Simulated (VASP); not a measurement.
Calculation: optB86b-vdW, VASP's PBE PAW potentials (set 64) (plane waves; VASP).

A VASP calculation is set up with these files.

POSCAR:
```
BN
1
   -0.0000000000     1.8105720196     1.8105720196
    1.8105720196     0.0000000000     1.8105720196
    1.8105720196     1.8105720196    -0.0000000000
B N
1 1
Direct
  0.0000000000   0.0000000000   0.0000000000
  0.2500000000   0.2500000000   0.2500000000
```

**INCAR**
```
# general
SYSTEM   = BN
PREC     = Accurate
ENCUT    = 520
LREAL    = .FALSE.
LASPH    = .TRUE.
ICHARG   = 11

# electronic loop
EDIFF    = 1E-7
NELM     = 100
ALGO     = Normal

# smearing
ISMEAR   = 0
SIGMA    = 0.05

# functional
GGA      = MK
LUSE_VDW = .TRUE.
AGGAC    = 0.0
PARAM1   = 0.1234
PARAM2   = 1.0

# output
LWAVE    = .FALSE.
LCHARG   = .FALSE.
LORBIT   = 11
```

File KPOINTS:
```
k-points along high-symmetry lines
15
Line-mode
Reciprocal
  0.000000   0.000000   0.000000 ! GAMMA
 -0.500000  -0.500000   0.000000 ! X

 -0.500000  -0.500000   0.000000 ! X
 -0.375000  -0.375000   0.250000 ! U

 -0.375000  -0.000000   0.375000 ! K
  0.000000   0.000000   0.000000 ! GAMMA

  0.000000   0.000000   0.000000 ! GAMMA
 -0.000000  -0.000000   0.500000 ! L

 -0.000000  -0.000000   0.500000 ! L
 -0.500000  -0.250000   0.250000 ! W

 -0.500000  -0.250000   0.250000 ! W
 -0.500000  -0.500000   0.000000 ! X
```

POTCAR, in this order: B N (PBE.64 set). Program: vasp_std. Read from the step before: CHGCAR.

Output

**OSZICAR**
```
       N       E                     dE             d eps       ncg     rms          rms(c)
DAV:   1     0.128339692239E+02    0.12834E+02   -0.52526E+03  1504   0.983E+02
DAV:   2    -0.135516373677E+02   -0.26386E+02   -0.25054E+02  1968   0.166E+02
DAV:   3    -0.137278540370E+02   -0.17622E+00   -0.17622E+00  1768   0.168E+01
DAV:   4    -0.137279924549E+02   -0.13842E-03   -0.13842E-03  1920   0.391E-01
DAV:   5    -0.137279925291E+02   -0.74201E-07   -0.74201E-07  1648   0.721E-03
DAV:   6    -0.137279925293E+02   -0.12710E-09   -0.12712E-09  1848   0.219E-04
   1 F= -.13727993E+02 E0= -.13727993E+02  d E =-.396691E-16
```

**OUTCAR**
```
 val. band max:        7.2849447741   @ k =   0.0000   0.0000   0.0000

 cond. band min:      11.7990662192   @ k =  -0.5000  -0.5000   0.0000



 k-point     1 :       0.0000    0.0000    0.0000
  band No.  band energies     occupation
      1     -12.8265      2.00000
      2       7.2849      2.00000
      3       7.2849      2.00000
      4       7.2849      2.00000
      5      16.1206      0.00000
      6      16.1206      0.00000
      7      16.1206      0.00000
      8      17.6492      0.00000

 k-point     2 :      -0.0357   -0.0357    0.0000
  band No.  band energies     occupation
      1     -12.7852      2.00000
      2       7.1718      2.00000
      3       7.1773      2.00000
      4       7.1773      2.00000
      5      16.0467      0.00000
      6      16.2627      0.00000
      7      16.2627      0.00000
      8      17.7822      0.00000

 k-point     3 :      -0.0714   -0.0714    0.0000
  band No.  band energies     occupation
      1     -12.6615      2.00000
      2       6.8473      2.00000
      3       6.8772      2.00000
      4       6.8772      2.00000
      5      15.8600      0.00000
      6      16.6657      0.00000
      7      16.6657      0.00000
      8      18.1243      0.00000

 k-point     4 :      -0.1071   -0.1071    0.0000
  band No.  band energies     occupation
      1     -12.4565      2.00000
      2       6.3477      2.00000
      3       6.4384      2.00000
      4       6.4384      2.00000
      5      15.6044      0.00000
      6      17.2743      0.00000
      7      17.2743      0.00000
      8      18.5671      0.00000

 k-point     5 :      -0.1429   -0.1429    0.0000
  band No.  band energies     occupation
      1     -12.1718      2.00000
      2       5.7150      2.00000
      3       5.9195      2.00000
      4       5.9195      2.00000
      5      15.2977      0.00000
      6      18.0276      0.00000
      7      18.0276      0.00000
      8      18.9917      0.00000
...
```

The density is held fixed in this step, so its total energy and stress have no physical meaning.

The compound is BN in the zinc blende structure. It was relaxed first.
